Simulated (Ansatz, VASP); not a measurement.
# LiPtF3 in two plane-wave programs, part 2 of 3

Aim: how closely do two programs agree when they are given the same cell, functional and k mesh? The cell is generated by rule, not measured, and may not be a known phase. The cell is taken from a series of runs on this material, whose earlier steps may have relaxed, scaled, displaced or heated it; both programs get it as it stands.

VASP 6.6.1 and Ansatz 0.2.0.

So far: The starting structure; Ansatz: zone-centre phonons, LDA.

**3. VASP: zone-centre phonons, LDA**

Level of this step: LDA; plane waves and PAW (Li_sv, Pt, F); invented cell (VASP).

The same cell, functional (in two slightly different forms), mesh and smearing now go to VASP, with its own data sets.

Lines of VASP's logs that name or quote its potential files are left out, and so is its time.

File INCAR:

```
SYSTEM = LiPtF3
PREC = Accurate
ENCUT = 750
EDIFF = 1E-08
NELM = 120
ISMEAR = 1
SIGMA = 0.2
LREAL = .FALSE.
ALGO = Normal
GGA = CA
NBANDS = 23
LASPH = .TRUE.
LORBIT = 11
LWAVE = .FALSE.
LCHARG = .FALSE.
ISIF = 2
IBRION = 8
GGA_COMPAT = .FALSE.
KPAR = 2
```

File POSCAR:

```
LiPtF3
1.0
    4.2088759491      0.0000000000      0.0000000000
    0.0000000000      4.2088759491      0.0000000000
    0.0000000000      0.0000000000      4.2088759491
Li Pt F
1 1 3
Direct
    0.5000000000      0.5000000000      0.5000000000
    0.0000000000      0.0000000000      0.0000000000
    0.0000000000      0.5000000000      0.0000000000
    0.0000000000      0.0000000000      0.5000000000
    0.5000000000      0.0000000000      0.0000000000
```

File KPOINTS:

```
Automatic mesh
0
Gamma
8 8 8
0 0 0
```

Potentials, in the order of the species: Li_sv, Pt and F (LDA family, release 64).

On the command line:

```bash
mpirun -np 2 vasp_std
```

The log of the run:

```text
[banner, memory and clock lines left out]
running    2 mpi-ranks, on    1 nodes
 distrk:  each k-point on    1 cores,    2 groups
 distr:  one band on    1 cores,    1 groups

 POSCAR found type information on POSCAR LiPtF
 POSCAR found :  3 types and       5 ions
 LDA part: xc-table for (Slater(with rela. corr.)+CA(PZ))
 , standard interpolation
 POSCAR, INCAR and KPOINTS ok, starting setup
 FFT: planning ... GRIDC
 FFT: planning ... GRID_SOFT
 FFT: planning ... GRID
 WAVECAR not read
 entering main loop
       N       E                     dE             d eps       ncg     rms          rms(c)
DAV:   1     0.286626762041E+03    0.28663E+03   -0.21848E+04  1610   0.190E+03
DAV:   2    -0.432539801073E+01   -0.29095E+03   -0.27463E+03  1899   0.383E+02
DAV:   3    -0.232778550314E+02   -0.18952E+02   -0.18695E+02  2115   0.964E+01
DAV:   4    -0.246655391946E+02   -0.13877E+01   -0.13833E+01  2185   0.139E+01
DAV:   5    -0.246879945152E+02   -0.22455E-01   -0.22431E-01  1930   0.198E+00    0.206E+01
DAV:   6    -0.229125138509E+02    0.17755E+01   -0.87540E+00  1673   0.241E+01    0.147E+01
DAV:   7    -0.227390085276E+02    0.17351E+00   -0.69895E-01  1715   0.849E+00    0.939E+00
DAV:   8    -0.226931304384E+02    0.45878E-01   -0.79968E-02  1855   0.261E+00    0.176E+00
DAV:   9    -0.226897306178E+02    0.33998E-02   -0.17690E-02  2022   0.120E+00    0.312E-01
DAV:  10    -0.226897758443E+02   -0.45226E-04   -0.74717E-04  1864   0.243E-01    0.604E-02
DAV:  11    -0.226897716822E+02    0.41621E-05   -0.12048E-04  1941   0.922E-02    0.695E-02
DAV:  12    -0.226897703246E+02    0.13576E-05   -0.10125E-05  1843   0.285E-02    0.164E-02
DAV:  13    -0.226897704067E+02   -0.82132E-07   -0.15871E-06  2085   0.110E-02    0.217E-03
DAV:  14    -0.226897704029E+02    0.37967E-08   -0.11355E-07  1885   0.292E-03    0.479E-04
DAV:  15    -0.226897704051E+02   -0.21673E-08   -0.29000E-09  1071   0.446E-04
   1 F= -.22689770E+02 E0= -.22690435E+02  d E =0.199428E-02
 Linear response reoptimize wavefunctions to high precision
DAV:   1    -0.226897704051E+02   -0.60481E-10   -0.34751E-10   875   0.131E-04
 Linear response DOF=           4
 Linear response progress:
  Degree of freedom:   1/  4
       N       E                     dE             d eps       ncg     rms          rms(c)
RMM:   1    -0.146448728576E+00   -0.14645E+00   -0.96396E-01  5068   0.523E+00
RMM:   2    -0.149302574876E+00   -0.28538E-02   -0.16400E-02  6187   0.443E-01    0.167E-01
RMM:   3    -0.149189300892E+00    0.11327E-03   -0.33245E-03  6942   0.177E-01    0.880E-02
RMM:   4    -0.148801639941E+00    0.38766E-03   -0.10227E-04  6855   0.439E-02    0.121E-02
RMM:   5    -0.148799623283E+00    0.20167E-05   -0.20176E-05  7239   0.208E-02    0.282E-03
RMM:   6    -0.148856189349E+00   -0.56566E-04   -0.59043E-06  7030   0.850E-03    0.181E-03
RMM:   7    -0.148877971585E+00   -0.21782E-04   -0.34510E-06  6967   0.554E-03    0.130E-04
RMM:   8    -0.148878773363E+00   -0.80178E-06   -0.28780E-06  7270   0.390E-03    0.772E-05
RMM:   9    -0.148880077626E+00   -0.13043E-05   -0.23797E-06  7493   0.308E-03    0.878E-05
RMM:  10    -0.148881154551E+00   -0.10769E-05   -0.18391E-06  7149   0.255E-03    0.178E-05
RMM:  11    -0.148881062430E+00    0.92121E-07   -0.14097E-06  7551   0.213E-03    0.117E-05
RMM:  12    -0.148881501108E+00   -0.43868E-06   -0.10662E-06  7115   0.178E-03    0.107E-05
RMM:  13    -0.148881695296E+00   -0.19419E-06   -0.83827E-07  7261   0.151E-03    0.534E-06
RMM:  14    -0.148881908329E+00   -0.21303E-06   -0.65674E-07  6887   0.130E-03    0.406E-06
RMM:  15    -0.148882102676E+00   -0.19435E-06   -0.46650E-07  6765   0.112E-03    0.248E-06
RMM:  16    -0.148882003982E+00    0.98694E-07   -0.39036E-07  6245   0.963E-04    0.514E-06
RMM:  17    -0.148881718696E+00    0.28529E-06   -0.29351E-07  6746   0.843E-04    0.154E-05
RMM:  18    -0.148882014785E+00   -0.29609E-06   -0.24805E-07  6733   0.735E-04    0.915E-06
RMM:  19    -0.148882019479E+00   -0.46942E-08   -0.17734E-07  5489   0.636E-04    0.108E-05
RMM:  20    -0.148882055680E+00   -0.36201E-07   -0.15121E-07  4995   0.558E-04    0.114E-05
RMM:  21    -0.148882102144E+00   -0.46464E-07   -0.10698E-07  6186   0.493E-04    0.115E-05
RMM:  22    -0.148882114326E+00   -0.12183E-07   -0.87482E-08  3618   0.436E-04    0.124E-05
 first order change of Fermi-energy   0.10361E-03
 force on displaced ion       1 direction 1 :   0.960  -0.000   0.000
 Linear response progress:
  Degree of freedom:   2/  4
       N       E                     dE             d eps       ncg     rms          rms(c)
RMM:   1    -0.271274176515E+00   -0.27127E+00   -0.27462E-01  6661   0.253E+00
RMM:   2    -0.257961778310E+00    0.13312E-01   -0.19679E-02  5516   0.547E-01    0.219E-01
RMM:   3    -0.257691380488E+00    0.27040E-03   -0.79528E-04  5682   0.125E-01    0.130E-01
RMM:   4    -0.257802694572E+00   -0.11131E-03   -0.35700E-04  5628   0.911E-02    0.136E-02
RMM:   5    -0.257844679341E+00   -0.41985E-04   -0.12532E-05  6170   0.185E-02    0.906E-03
RMM:   6    -0.257920997478E+00   -0.76318E-04   -0.14689E-05  6020   0.167E-02    0.181E-03
RMM:   7    -0.257917545827E+00    0.34517E-05   -0.74717E-07  6236   0.426E-03    0.617E-04
RMM:   8    -0.257918933564E+00   -0.13877E-05   -0.48793E-07  6674   0.158E-03    0.234E-04
RMM:   9    -0.257919152021E+00   -0.21846E-06   -0.44949E-07  6865   0.542E-04    0.656E-05
RMM:  10    -0.257919460675E+00   -0.30865E-06   -0.23536E-08  6958   0.230E-04    0.164E-05
RMM:  11    -0.257919487320E+00   -0.26645E-07    0.22817E-07  7438   0.751E-05    0.120E-05
RMM:  12    -0.257919466702E+00    0.20618E-07   -0.85331E-08  7400   0.342E-05    0.554E-06
RMM:  13    -0.257919455487E+00    0.11215E-07   -0.67260E-09  7354   0.193E-05    0.993E-07
RMM:  14    -0.257919456470E+00   -0.98361E-09   -0.51069E-09  7200   0.883E-06    0.720E-07
 first order change of Fermi-energy   0.15464E-03
 force on displaced ion       2 direction 1 : -20.682   0.000   0.000
 Linear response progress:
  Degree of freedom:   3/  4
       N       E                     dE             d eps       ncg     rms          rms(c)
RMM:   1    -0.535338360378E+00   -0.53534E+00    0.58783E-01 10623   0.372E+00
RMM:   2    -0.531649972499E+00    0.36884E-02   -0.13753E-02  9559   0.629E-01    0.127E-01
RMM:   3    -0.532571299959E+00   -0.92133E-03   -0.73408E-04  9679   0.101E-01    0.760E-02
RMM:   4    -0.533713938283E+00   -0.11426E-02   -0.17226E-04  9384   0.670E-02    0.776E-03
RMM:   5    -0.533742967863E+00   -0.29030E-04   -0.20741E-05 11223   0.192E-02    0.269E-03
RMM:   6    -0.533698296335E+00    0.44672E-04   -0.29207E-06 10815   0.693E-03    0.706E-04
RMM:   7    -0.533706261417E+00   -0.79651E-05   -0.43402E-07 11336   0.284E-03    0.223E-04
RMM:   8    -0.533703729554E+00    0.25319E-05    0.94729E-08 12005   0.107E-03    0.950E-05
RMM:   9    -0.533703855374E+00   -0.12582E-06   -0.20194E-07 12505   0.425E-04    0.363E-05
RMM:  10    -0.533704362701E+00   -0.50733E-06    0.46970E-08 12663   0.166E-04    0.145E-05
RMM:  11    -0.533704351509E+00    0.11192E-07    0.15957E-07 12648   0.676E-05    0.686E-06
RMM:  12    -0.533704265472E+00    0.86037E-07    0.24708E-08 12195   0.318E-05    0.126E-06
RMM:  13    -0.533704264665E+00    0.80779E-09   -0.81856E-09 12046   0.140E-05    0.629E-07
 first order change of Fermi-energy   0.92674E-04
 force on displaced ion       3 direction 1 :  -0.436   0.000   0.000
 Linear response progress:
  Degree of freedom:   4/  4
       N       E                     dE             d eps       ncg     rms          rms(c)
RMM:   1    -0.521140751046E+00   -0.52114E+00    0.84539E-01  6364   0.379E+00
RMM:   2    -0.520178206387E+00    0.96254E-03   -0.10619E-02  5612   0.584E-01    0.197E-01
RMM:   3    -0.520960168620E+00   -0.78196E-03   -0.76955E-04  5691   0.125E-01    0.108E-01
RMM:   4    -0.521703308779E+00   -0.74314E-03   -0.16259E-04  5640   0.661E-02    0.186E-02
RMM:   5    -0.521720171990E+00   -0.16863E-04   -0.23320E-05  6713   0.175E-02    0.384E-03
RMM:   6    -0.521656822585E+00    0.63349E-04   -0.34947E-06  6295   0.703E-03    0.618E-04
RMM:   7    -0.521658341517E+00   -0.15189E-05   -0.51084E-07  6980   0.234E-03    0.273E-04
RMM:   8    -0.521658190640E+00    0.15088E-06    0.20626E-07  7249   0.883E-04    0.122E-04
RMM:   9    -0.521658439941E+00   -0.24930E-06    0.25031E-07  7284   0.324E-04    0.228E-05
RMM:  10    -0.521658396386E+00    0.43555E-07    0.86714E-08  7409   0.146E-04    0.831E-06
RMM:  11    -0.521658278806E+00    0.11758E-06    0.55374E-08  7246   0.614E-05    0.468E-06
RMM:  12    -0.521658296821E+00   -0.18015E-07   -0.14349E-08  7210   0.273E-05    0.148E-06
RMM:  13    -0.521658314583E+00   -0.17763E-07    0.58092E-09  6703   0.124E-05    0.401E-07
RMM:  14    -0.521658316257E+00   -0.16733E-08    0.12606E-09  5695   0.592E-06    0.199E-07
 first order change of Fermi-energy  -0.10873E-02
 force on displaced ion       3 direction 2 :  -0.000 -17.327   0.000
 Linear response finished
```

(Continued in part 3 of 3.)

[Lines on the potential files, build, host, timing and source positions are cut from VASP's logs without a mark.]

[Logs are printed without paths, hosts, clocks, repeated set-up lines and the standing remarks that a program may print on its own settings, such as how far it seeks lower states.]

[Hosts, paths, dates, database ids (printed as entryN), source tags and the programs' standing remarks are cut or masked in the printed files.]
